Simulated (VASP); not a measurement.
Output of a VASP run:

**OSZICAR**
```
...
DAV:  25    -0.559960752155E+02    0.54121E-01   -0.30984E-04  1992   0.889E-02    0.416E+00
DAV:  26    -0.554732732258E+02    0.52280E+00   -0.31512E-02  1848   0.477E-01    0.272E+00
DAV:  27    -0.551483281026E+02    0.32495E+00   -0.18762E-02  1952   0.489E-01    0.214E+00
DAV:  28    -0.544302858378E+02    0.71804E+00   -0.15237E-01  1864   0.105E+00    0.263E+00
DAV:  29    -0.541233349344E+02    0.30695E+00   -0.61431E-02  2088   0.624E-01    0.395E+00
DAV:  30    -0.539963409036E+02    0.12699E+00   -0.15005E-02  2000   0.359E-01    0.457E+00
DAV:  31    -0.538178240012E+02    0.17852E+00   -0.98024E-02  1880   0.908E-01    0.572E+00
DAV:  32    -0.537867603144E+02    0.31064E-01   -0.10291E-02  2080   0.384E-01    0.581E+00
DAV:  33    -0.537638212479E+02    0.22939E-01   -0.52522E-03  1984   0.193E-01    0.591E+00
DAV:  34    -0.537251031743E+02    0.38718E-01   -0.48816E-02  1880   0.567E-01    0.648E+00
DAV:  35    -0.537255296927E+02   -0.42652E-03   -0.97786E-04  1992   0.110E-01    0.647E+00
DAV:  36    -0.537254071296E+02    0.12256E-03   -0.46297E-05  2280   0.204E-02    0.647E+00
DAV:  37    -0.537251648706E+02    0.24226E-03   -0.58795E-05  2040   0.307E-02    0.643E+00
DAV:  38    -0.537250366352E+02    0.12824E-03   -0.59056E-05  2056   0.319E-02    0.641E+00
DAV:  39    -0.537247268305E+02    0.30980E-03   -0.35367E-03  2088   0.249E-01    0.632E+00
DAV:  40    -0.537244768535E+02    0.24998E-03   -0.20544E-03  1928   0.187E-01    0.641E+00
DAV:  41    -0.537241003294E+02    0.37652E-03   -0.33455E-04  2032   0.105E-01    0.659E+00
DAV:  42    -0.537236085379E+02    0.49179E-03   -0.42767E-04  2032   0.969E-02    0.669E+00
DAV:  43    -0.537234222865E+02    0.18625E-03   -0.19816E-04  2032   0.524E-02    0.677E+00
DAV:  44    -0.537233735813E+02    0.48705E-04   -0.43673E-05  2072   0.221E-02    0.682E+00
DAV:  45    -0.537233569156E+02    0.16666E-04   -0.46189E-06  1672   0.845E-03    0.684E+00
DAV:  46    -0.537233981580E+02   -0.41242E-04   -0.46671E-05  1808   0.229E-02    0.676E+00
DAV:  47    -0.537234060666E+02   -0.79086E-05   -0.33622E-05  1904   0.196E-02    0.668E+00
DAV:  48    -0.537233997235E+02    0.63431E-05   -0.40616E-05  2056   0.316E-02    0.656E+00
DAV:  49    -0.537233878221E+02    0.11901E-04   -0.14716E-04  2008   0.614E-02    0.616E+00
DAV:  50    -0.537233795279E+02    0.82941E-05   -0.30526E-04  2088   0.833E-02    0.565E+00
DAV:  51    -0.537253616079E+02   -0.19821E-02   -0.99128E-03  1960   0.512E-01    0.539E-01
DAV:  52    -0.537244795024E+02    0.88211E-03   -0.11736E-03  1904   0.161E-01    0.483E-01
DAV:  53    -0.537232168727E+02    0.12626E-02   -0.35995E-03  1952   0.300E-01    0.194E-01
DAV:  54    -0.537230807158E+02    0.13616E-03   -0.72975E-04  2160   0.118E-01    0.115E-01
DAV:  55    -0.537230650310E+02    0.15685E-04   -0.14715E-04  2080   0.538E-02    0.801E-02
DAV:  56    -0.537230208607E+02    0.44170E-04   -0.20923E-04  2184   0.589E-02    0.192E-02
DAV:  57    -0.537230346167E+02   -0.13756E-04   -0.23811E-05  1952   0.182E-02    0.151E-02
DAV:  58    -0.537230613397E+02   -0.26723E-04   -0.10416E-05  1768   0.119E-02    0.854E-03
DAV:  59    -0.537230700376E+02   -0.86979E-05   -0.40576E-06  1512   0.951E-03    0.898E-03
DAV:  60    -0.537230754082E+02   -0.53706E-05   -0.12487E-06  1248   0.514E-03    0.259E-03
DAV:  61    -0.537230768775E+02   -0.14694E-05   -0.58010E-07  1240   0.328E-03    0.309E-03
DAV:  62    -0.537230790918E+02   -0.22143E-05   -0.48005E-07  1136   0.353E-03    0.758E-04
DAV:  63    -0.537230794472E+02   -0.35538E-06   -0.58661E-08  1136   0.963E-04
   1 F= -.53723079E+02 E0= -.53727079E+02  d E =0.119998E-01
```

OUTCAR:
```
------------------------ aborting loop because EDIFF is reached ----------------------------------------
  FORCE on cell =-STRESS in cart. coord.  units (eV):
  Direction    XX          YY          ZZ          XY          YZ          ZX
  --------------------------------------------------------------------------------------
  Total       -7.1285513     -7.1285513     -5.6218745      0.0000000      0.0000000      0.0000000
  in kB      -50.4278051    -50.4278051    -39.7694822      0.0000000      0.0000000      0.0000000
  external PRESSURE =     -46.8750308 kB  Pullay stress =       0.0000000 kB
  volume of cell :      226.49
      direct lattice vectors                 reciprocal lattice vectors
     3.042624000  0.000000000  0.000000000     0.328663680  0.000000000  0.000000000
     0.000000000  3.042624000  0.000000000     0.000000000  0.328663680  0.000000000
     0.000000000  0.000000000 24.465000000     0.000000000  0.000000000  0.040874719
 POSITION                                       TOTAL-FORCE (eV/Angst)
 -----------------------------------------------------------------------------------
      1.52131      1.52131      7.00000         0.000000      0.000000      1.577766
      1.52131      1.52131      9.98999         0.000000      0.000000      0.082336
      1.52131      1.52131     12.98000         0.000000      0.000000     -0.114407
      1.52131      1.52131     15.96999         0.000000      0.000000      0.264395
      0.00000      0.00000      8.49501        -0.000000      0.000000     -1.593172
      0.00000      0.00000     11.48500         0.000000      0.000000      0.245131
      0.00000      0.00000     14.47501        -0.000000      0.000000      0.327173
      0.00000      0.00000     17.46500         0.000000     -0.000000     -0.789222
 -----------------------------------------------------------------------------------
    total drift:                                0.000000      0.000000     -0.000124
  FREE ENERGIE OF THE ION-ELECTRON SYSTEM (eV)
  ---------------------------------------------------
  free  energy   TOTEN  =       -53.7230794472 eV

  energy  without entropy=      -53.7350792121  energy(sigma->0) =      -53.72707937
```
(Selected blocks of OUTCAR.)

File POSCAR:
```
AlRu
1
    3.0426240000     0.0000000000     0.0000000000
    0.0000000000     3.0426240000     0.0000000000
    0.0000000000     0.0000000000    24.4650000000
Al Ru
4 4
Direct
  0.5000000000   0.5000000000   0.2861230000
  0.5000000000   0.5000000000   0.4083380000
  0.5000000000   0.5000000000   0.5305540000
  0.5000000000   0.5000000000   0.6527690000
  0.0000000000   0.0000000000   0.3472310000
  0.0000000000   0.0000000000   0.4694460000
  0.0000000000   0.0000000000   0.5916620000
  0.0000000000   0.0000000000   0.7138770000
```

Question: Reconstruct the remaining input files.

Answer: One answer among several that fit: the input of the run itself, PBE GGA, plane waves, VASP's PBE PAW potentials (set 64).

INCAR:
```
ISIF=2   ! forces and stress, cell fixed
LCHARG=.FALSE.
IDIPOL=3
LMAXMIX=4   ! l cut-off of mixed one-centre charges
LASPH=.TRUE.
LREAL=.FALSE.   ! projection in real space or not
LWAVE=.FALSE.
NELM=100   ! most electronic steps
PREC=Accurate
LDIPOL=.TRUE.
EDIFF=1E-6   ! SCF stop (eV)
GGA=PE
SIGMA=0.3   ! width (eV)
DIPOL=0.5 0.5 0.5
ISMEAR=1   ! Methfessel-Paxton
ENCUT=300   ! plane-wave cut-off (eV)
SYSTEM=AlRu
ALGO=Normal
```

### KPOINTS
```
Automatic mesh
0
Gamma
11 11 1
0 0 0
```

POTCAR, in this order: Al Ru_pv (PBE.64 set). Program: vasp_std.

At this cut-off the stress carries a Pulay error, which pulls relaxed volumes low. The cell holds a wide vacuum, so values per volume refer to the whole cell.

The cell is a sheet with vacuum, built from a generated structure.
